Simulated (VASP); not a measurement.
A VASP calculation is set up with these files.

### INCAR
```
! general
SYSTEM  =CrO2
PREC    =Accurate
ENCUT   =520
LREAL   =.FALSE.
LASPH   =.TRUE.

! electronic loop
EDIFF   =1E-6
NELM    =100
ALGO    =Normal
LMAXMIX =4

! smearing
ISMEAR  =1
SIGMA   =0.1

! functional
GGA     =BO
LUSE_VDW=.TRUE.
AGGAC   =0.0
PARAM1  =0.1833333333
PARAM2  =0.22

! spin
ISPIN   =2
MAGMOM  =2.1 2.1 -0.1 -0.1 -0.1 -0.1

! ions
IBRION  =2
NSW     =60
ISIF    =3
EDIFFG  =-0.02

! output
LWAVE   =.FALSE.
LCHARG  =.FALSE.
LORBIT  =10
```

KPOINTS:
```
Automatic mesh
0
Gamma
6 6 9
0 0 0
```

### POSCAR
```
CrO2
1.0
  4.4266977220   0.0000000000   0.0000000000
  0.0000000000   4.4266977220   0.0000000000
  0.0000000000   0.0000000000   2.9218616981
Cr O
2 4
Cartesian
  0.0000000000   0.0000000000   0.0000000000
  2.2133488610   2.2133488610   1.4609308490
  1.3410857542   1.3410857542   0.0000000000
  3.5544346152   0.8722631068   1.4609308490
  0.8722631068   3.5544346152   1.4609308490
  3.0856119678   3.0856119678   0.0000000000
```

POTCAR, in this order: Cr_pv O (PBE.64 set). Program: vasp_std.

Q: Write an equivalent input for Quantum ESPRESSO's pw.x.

A: One equivalent input (not run):
```
&CONTROL
  calculation = 'vc-relax'
  pseudo_dir = './pseudo'
  outdir = './out'
  tprnfor = .true.
  tstress = .true.
  nstep = 60
  forc_conv_thr = 0.00078
/
&SYSTEM
  ibrav = 0
  nat = 6
  ntyp = 2
  ecutwfc = 94
  occupations = 'smearing'
  smearing = 'methfessel-paxton'
  degauss = 0.00735
  input_dft = 'vdw-df-obk8'
  nspin = 2
  starting_magnetization(1) = 0.21
  starting_magnetization(2) = -0.01
/
&ELECTRONS
  conv_thr = 7.3e-08
  electron_maxstep = 100
/
&IONS
/
&CELL
/
ATOMIC_SPECIES
  Cr 51.996 Cr.upf
  O 15.999 O.upf
CELL_PARAMETERS angstrom
     4.4266977    0.0000000    0.0000000
     0.0000000    4.4266977    0.0000000
     0.0000000    0.0000000    2.9218617
ATOMIC_POSITIONS crystal
  Cr   0.0000000  0.0000000  0.0000000
  Cr   0.5000000  0.5000000  0.5000000
  O    0.3029540  0.3029540  0.0000000
  O    0.8029540  0.1970460  0.5000000
  O    0.1970460  0.8029540  0.5000000
  O    0.6970460  0.6970460  0.0000000
K_POINTS automatic
  6 6 9 0 0 0
```
What does not carry over: the potentials are each code's own (VASP's PAW set, PseudoDojo norm-conserving files in pw.x), so ENCUT and ecutwfc are chosen apart and not converted; conv_thr bounds pw.x's estimated SCF error, while EDIFF bounds the energy change between steps; starting_magnetization is a fraction of the valence charge and MAGMOM a moment in μB, so they match only roughly; forc_conv_thr acts on force components and is met together with etot_conv_thr.

The compound is CrO2 in the rutile structure. It was relaxed first. The start is the result of an earlier pass.
